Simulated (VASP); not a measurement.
Level of theory: PBEsol GGA, VASP's PBE PAW potentials (set 64) (plane waves; VASP).

Input for VASP

### KPOINTS
```
kpoints
0
G
 12 12 12
```

**INCAR**
```
SYSTEM = MoSi2
PREC = Accurate
ENCUT = 480
EDIFF = 1E-7
NELM = 100
ALGO = Normal
LREAL = .FALSE.
LASPH = .TRUE.
ISMEAR = 1
SIGMA = 0.1
GGA = PS
LMAXMIX = 4
LWAVE = .FALSE.
LCHARG = .FALSE.
ISIF = 2
```

**POSCAR**
```
MoSi2
1
   -1.5950248890     1.5950248890     3.9117449944
    1.5950248890    -1.5950248890     3.9117449944
    1.5950248890     1.5950248890    -3.9117449944
Si Mo
2 1
Direct
  0.6649451924   0.6649451924   0.0000000000
  0.3350548076   0.3350548076   0.0000000000
  0.0000000000   0.0000000000   0.0000000000
```

POTCAR, in this order: Si Mo_sv (PBE.64 set). Program: vasp_std.

Output of the run:

File OSZICAR:
```
       N       E                     dE             d eps       ncg     rms          rms(c)
DAV:   1     0.116057766709E+03    0.11606E+03   -0.11004E+04  4890   0.131E+03
DAV:   2    -0.232722865671E+02   -0.13933E+03   -0.13734E+03  6066   0.326E+02
DAV:   3    -0.260352503271E+02   -0.27630E+01   -0.27081E+01  6549   0.424E+01
DAV:   4    -0.260474028946E+02   -0.12153E-01   -0.12148E-01  5541   0.335E+00
DAV:   5    -0.260475130409E+02   -0.11015E-03   -0.11014E-03  6633   0.288E-01    0.232E+01
DAV:   6    -0.252519865595E+02    0.79553E+00   -0.72594E+00  5709   0.188E+01    0.508E+00
DAV:   7    -0.251209477108E+02    0.13104E+00   -0.10751E+00  5486   0.668E+00    0.479E+00
DAV:   8    -0.250797043116E+02    0.41243E-01   -0.12926E-01  5807   0.295E+00    0.455E-01
DAV:   9    -0.250786834067E+02    0.10209E-02   -0.24523E-03  6038   0.426E-01    0.242E-01
DAV:  10    -0.250785851872E+02    0.98219E-04   -0.69401E-04  5821   0.250E-01    0.620E-02
DAV:  11    -0.250785729967E+02    0.12191E-04   -0.23560E-04  5800   0.121E-01    0.365E-02
DAV:  12    -0.250785681796E+02    0.48171E-05   -0.30269E-05  5492   0.403E-02    0.694E-03
DAV:  13    -0.250785678735E+02    0.30611E-06   -0.71483E-07  6045   0.710E-03    0.199E-03
DAV:  14    -0.250785678134E+02    0.60173E-07   -0.73292E-09  3124   0.793E-04
   1 F= -.25078568E+02 E0= -.25078448E+02  d E =-.359166E-03
```

### OUTCAR
```
------------------------ aborting loop because EDIFF is reached ----------------------------------------
  FORCE on cell =-STRESS in cart. coord.  units (eV):
  Direction    XX          YY          ZZ          XY          YZ          ZX
  --------------------------------------------------------------------------------------
  Total        0.0843462      0.0843462      0.0696676      0.0000000      0.0000000      0.0000000
  in kB        3.3947709      3.3947709      2.8039853      0.0000000      0.0000000      0.0000000
  external PRESSURE =       3.1978424 kB  Pullay stress =       0.0000000 kB
  volume of cell :       39.81
      direct lattice vectors                 reciprocal lattice vectors
    -1.595024889  1.595024889  3.911744994     0.000000000  0.313474732  0.127820193
     1.595024889 -1.595024889  3.911744994     0.313474732  0.000000000  0.127820193
     1.595024889  1.595024889 -3.911744994     0.313474732  0.313474732  0.000000000
 POSITION                                       TOTAL-FORCE (eV/Angst)
 -----------------------------------------------------------------------------------
      0.00000      0.00000      5.20219         0.000000      0.000000      0.011232
      0.00000      0.00000      2.62130         0.000000      0.000000     -0.011232
      0.00000      0.00000      0.00000        -0.000000     -0.000000     -0.000000
 -----------------------------------------------------------------------------------
    total drift:                                0.000000     -0.000000     -0.000000
  FREE ENERGIE OF THE ION-ELECTRON SYSTEM (eV)
  ---------------------------------------------------
  free  energy   TOTEN  =       -25.0785678134 eV

  energy  without entropy=      -25.0782086474  energy(sigma->0) =      -25.07844809
```
(Selected blocks of OUTCAR.)

The compound is MoSi2 in the MoSi2 type structure. It was relaxed first.
